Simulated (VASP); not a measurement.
Write the native input for VASP 6.6.1 that does the following.

```
Task                   : relaxation of cell and atoms
Functional             : PBE
Potentials or basis    : VASP PAW PBE potentials, release 64 (Al, In_d, N)
Cutoff                 : 520 eV
k mesh                 : 8 × 8 × 4
Occupations            : gaussian, width 0.03 eV
Spin                   : no spin polarisation
Further INCAR settings : ALGO = Normal; EDIFF = 1e-06; IBRION = 2; EDIFFG = -0.01; NSW = 90; ISIF = 3
```

The structure of Al2InN3 lies in POSCAR:

```
Al2InN3
1.0
    3.2572788400      0.0000000000      0.0000000000
   -1.6286394200      2.8208862200      0.0000000000
    0.0000000000      0.0000000000      8.0750000000
Al In N
2 1 3
Direct
    0.3333333300      0.6666666700      0.0133746100
    0.6666666700      0.3333333300      0.3229721400
    0.0000000000      0.0000000000      0.6689783300
    0.0000000000      0.0000000000      0.9420433400
    0.3333333300      0.6666666700      0.2485448900
    0.6666666700      0.3333333300      0.5540557300
```

The cell was built by a generator and needn't be a form met in nature.

The input as run:

INCAR

```
SYSTEM = Al2InN3
ALGO = Normal
EDIFF = 1E-6
EDIFFG = -0.01
ENCUT = 520
GGA = PE
IBRION = 2
ISIF = 3
ISMEAR = 0
KPAR = 2
LASPH = .True.
LCHARG = .False.
LREAL = .False.
LWAVE = .False.
NELM = 120
NSW = 90
PREC = Accurate
SIGMA = 0.03
```

KPOINTS

```
k-points
0
Gamma
  8 8 4
  0 0 0
```

Potentials or basis: VASP PAW PBE potentials, release 64 (Al, In_d, N).

Command:

```sh
$ cat potpaw_PBE.64/Al/POTCAR potpaw_PBE.64/In_d/POTCAR potpaw_PBE.64/N/POTCAR > POTCAR
$ mpirun -np 2 vasp_std > vasp.out
```

It gave:

The relaxed volume is 12.35 Å³/atom. The relaxed cell is a = 3.254 Å, b = 3.254 Å, c = 8.082 Å, α = 90.00°, β = 90.00°, γ = 120.00°. The space group after relaxing (to 0.05 Å) is P3m1 (No. 156). The energy gained by relaxing is 0.1 meV/atom. The ionic steps are 7. The pressure after relaxing is 0.0 GPa and the band gap on the k mesh is 1.08 eV, direct.

Caveat: spin-orbit coupling is left out, which moves the levels of the heavy elements.

It took 67 s on 2 MPI ranks on Intel(R) Xeon(R) Platinum 8488C (Sapphire Rapids), on a shared host, peak memory 0.21 GiB a rank.
